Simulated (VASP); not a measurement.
Given:

```
CELL_PARAMETERS angstrom
      2.26716    -3.92683     0.00000
      2.26716     3.92683     0.00000
      0.00000     0.00000     5.95660
ATOMIC_POSITIONS crystal
  Te 0.00000 0.26630 0.66667
  Te 0.73370 0.73370 0.00000
  Te 0.26630 0.00000 0.33333
```

The numbers are results of PBE GGA, VASP's PBE PAW potentials (set 64) (plane waves; VASP), not measurements. Numerical set-up: 500 eV cut-off, 6×6×4 Γ-centred mesh, Gaussian smearing of 0.050 eV, potentials Te.

Energy and stress use the plane-wave basis of the starting cell.

Question: The ions, cell shape and volume at an external pressure of 5.0 GPa are relaxed. Give the cell that the relaxation ends in.

Answer: 
```
CELL_PARAMETERS angstrom
      2.09298    -3.62516     0.00000
      2.09298     3.62516     0.00000
      0.00000     0.00000     5.99872
ATOMIC_POSITIONS crystal
  Te 0.00000 0.29148 0.66667
  Te 0.70852 0.70852 0.00000
  Te 0.29148 0.00000 0.33333
```
Space group P3_121 (152), at a tolerance of 0.03 Å.

Question: How do energy and volume change from the first to the last step?

Answer: The energy (σ→0) changes by +60.8 meV/atom and the volume by -14.2 %, in 10 ionic steps.

```tsv
step	E(σ→0) (eV)	max force (eV/Å)	pressure (GPa)	volume (Å³)
1	-9.4269	0.016	-0.03	106.06
2	-8.9700	1.089	10.66	89.92
3	-9.2969	0.556	4.96	96.80
4	-9.2963	0.425	5.03	95.15
5	-9.2127	0.108	6.07	90.20
6	-9.3121	0.091	2.95	93.79
7	-9.2572	0.031	4.91	91.45
8	-9.2564	0.033	4.91	91.43
9	-9.2521	0.024	4.96	91.28
10	-9.2446	0.010	5.01	91.03
```

The compound is Te in the trig structure. This run relaxes it under an external pressure of 5 GPa. Symmetry was kept, so distortions that lower it aren't found.
